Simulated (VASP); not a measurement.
Output of a VASP run:

File OSZICAR:
```
       N       E                     dE             d eps       ncg     rms          rms(c)
DAV:   1     0.119212457174E+03    0.11921E+03   -0.12004E+04   320   0.139E+03
DAV:   2    -0.436923049068E+02   -0.16290E+03   -0.15694E+03   424   0.257E+02
DAV:   3    -0.533757181621E+02   -0.96834E+01   -0.96675E+01   512   0.666E+01
DAV:   4    -0.536799392888E+02   -0.30422E+00   -0.30401E+00   488   0.828E+00
DAV:   5    -0.536840710257E+02   -0.41317E-02   -0.41300E-02   496   0.101E+00    0.124E+01
DAV:   6    -0.466730574442E+02    0.70110E+01   -0.33499E+00   424   0.126E+01    0.964E+00
DAV:   7    -0.462051619181E+02    0.46790E+00   -0.10947E+00   384   0.108E+01    0.177E+00
DAV:   8    -0.464742481896E+02   -0.26909E+00   -0.96205E-01   544   0.872E+00    0.182E+00
DAV:   9    -0.462351299446E+02    0.23912E+00   -0.34189E-01   416   0.625E+00    0.995E-01
DAV:  10    -0.465203498844E+02   -0.28522E+00   -0.49801E-02   344   0.224E+00    0.643E-01
DAV:  11    -0.464268300714E+02    0.93520E-01   -0.17359E-01   320   0.465E+00    0.676E-01
DAV:  12    -0.465448399001E+02   -0.11801E+00   -0.91767E-02   320   0.370E+00    0.321E-01
DAV:  13    -0.465424746488E+02    0.23653E-02   -0.54970E-03   320   0.919E-01    0.223E-01
DAV:  14    -0.465505049388E+02   -0.80303E-02   -0.25846E-03   320   0.690E-01    0.163E-01
DAV:  15    -0.465625283945E+02   -0.12023E-01   -0.43283E-03   400   0.689E-01    0.839E-02
DAV:  16    -0.465649537141E+02   -0.24253E-02   -0.89292E-04   336   0.351E-01    0.409E-02
DAV:  17    -0.465649902232E+02   -0.36509E-04   -0.33236E-04   488   0.214E-01    0.308E-02
DAV:  18    -0.465650753653E+02   -0.85142E-04   -0.13638E-04   536   0.118E-01    0.907E-03
DAV:  19    -0.465650691919E+02    0.61735E-05   -0.14386E-05   520   0.369E-02    0.790E-03
DAV:  20    -0.465650761740E+02   -0.69821E-05   -0.98545E-06   368   0.456E-02    0.104E-02
DAV:  21    -0.465650757153E+02    0.45865E-06   -0.69845E-06   360   0.361E-02
   1 F= -.46565076E+02 E0= -.46565076E+02  d E =-.465651E+02
       N       E                     dE             d eps       ncg     rms          rms(c)
DAV:   1    -0.466410319226E+02   -0.75956E-01   -0.18670E+00   360   0.102E+01    0.189E+00
DAV:   2    -0.465809924832E+02    0.60039E-01   -0.13543E-01   408   0.271E+00    0.756E-01
DAV:   3    -0.465718028694E+02    0.91896E-02   -0.39697E-02   368   0.159E+00    0.518E-01
DAV:   4    -0.465645360083E+02    0.72669E-02   -0.17366E-02   480   0.153E+00    0.179E-01
DAV:   5    -0.465709122762E+02   -0.63763E-02   -0.15530E-02   352   0.174E+00    0.154E-01
DAV:   6    -0.465710853202E+02   -0.17304E-03   -0.87652E-03   400   0.129E+00    0.487E-02
DAV:   7    -0.465710003378E+02    0.84982E-04   -0.96124E-04   408   0.404E-01    0.205E-02
DAV:   8    -0.465709731715E+02    0.27166E-04   -0.42825E-04   344   0.271E-01    0.208E-02
DAV:   9    -0.465711505748E+02   -0.17740E-03   -0.83319E-05   408   0.102E-01    0.757E-03
DAV:  10    -0.465711766338E+02   -0.26059E-04   -0.13502E-05   480   0.364E-02    0.363E-03
DAV:  11    -0.465711740465E+02    0.25874E-05   -0.69999E-07   344   0.993E-03    0.317E-03
DAV:  12    -0.465711725409E+02    0.15055E-05   -0.12538E-06   328   0.142E-02    0.325E-03
DAV:  13    -0.465711803327E+02   -0.77918E-05   -0.57012E-06   344   0.309E-02    0.103E-03
DAV:  14    -0.465711804431E+02   -0.11044E-06   -0.15613E-07   320   0.500E-03
   2 F= -.46571180E+02 E0= -.46571180E+02  d E =-.610473E-02
```

**OUTCAR**
```
------------------------ aborting loop because EDIFF is reached ----------------------------------------
  FORCE on cell =-STRESS in cart. coord.  units (eV):
  Direction    XX          YY          ZZ          XY          YZ          ZX
  --------------------------------------------------------------------------------------
  Total       -0.0142014     -0.0142014     -0.0142014      0.0000000      0.0000000     -0.0000000
  in kB       -0.2679084     -0.2679084     -0.2679084      0.0000000      0.0000000     -0.0000000
  external PRESSURE =      -0.2679084 kB  Pullay stress =       0.0000000 kB
  volume of cell :       84.93
      direct lattice vectors                 reciprocal lattice vectors
    -0.000000000  3.488791216  3.488791216    -0.143316114  0.143316114  0.143316114
     3.488791216  0.000000000  3.488791216     0.143316114 -0.143316114  0.143316114
     3.488791216  3.488791216  0.000000000     0.143316114  0.143316114 -0.143316114
 POSITION                                       TOTAL-FORCE (eV/Angst)
 -----------------------------------------------------------------------------------
      3.48879      3.48879      6.97758         0.000000      0.000000     -0.000000
      1.74440      1.74440      1.74440        -0.000000     -0.000000     -0.000000
      5.23319      5.23319      5.23319         0.000000      0.000000      0.000000
 -----------------------------------------------------------------------------------
    total drift:                                0.000000      0.000000      0.000000
  FREE ENERGIE OF THE ION-ELECTRON SYSTEM (eV)
  ---------------------------------------------------
  free  energy   TOTEN  =       -46.5711804431 eV

  energy  without entropy=      -46.5711804431  energy(sigma->0) =      -46.57118044

 reached required accuracy - stopping structural energy minimisation
```
(Selected blocks of OUTCAR.)

POSCAR:
```
SrCl2
1
    0.0000000000     3.4604136042     3.4604136042
    3.4604136042     0.0000000000     3.4604136042
    3.4604136042     3.4604136042    -0.0000000000
Sr Cl
1 2
Direct
  1.0000000000   0.0000000000   1.0000000000
  0.2500000000   0.2500000000   0.2500000000
  0.7500000000   0.7500000000   0.7500000000
```

Question: Reconstruct the remaining input files.

Answer: This is not unique; one that fits is the input of the run itself, SCAN meta-GGA, plane waves, VASP's PBE PAW potentials (set 64).

### INCAR
```
SYSTEM = SrCl2
PREC = Accurate
ENCUT = 520
EDIFF = 1E-6
NELM = 100
ALGO = Normal
LREAL = .FALSE.
LASPH = .TRUE.
ISMEAR = 0
SIGMA = 0.05
METAGGA = SCAN
LMIXTAU = .TRUE.
LMAXMIX = 4
LWAVE = .FALSE.
LCHARG = .FALSE.
IBRION = 2
ISIF = 3
NSW = 60
EDIFFG = -0.02
```

File KPOINTS:
```
Automatic mesh
0
Gamma
5 5 5
0 0 0
```

POTCAR, in this order: Sr_sv Cl (PBE.64 set). Program: vasp_std.

Energy and stress use the plane-wave basis of the starting cell.

The compound is SrCl2 in the fluorite structure. This run relaxes it. Symmetry was kept, so distortions that lower it aren't found. The start is the result of an earlier pass.
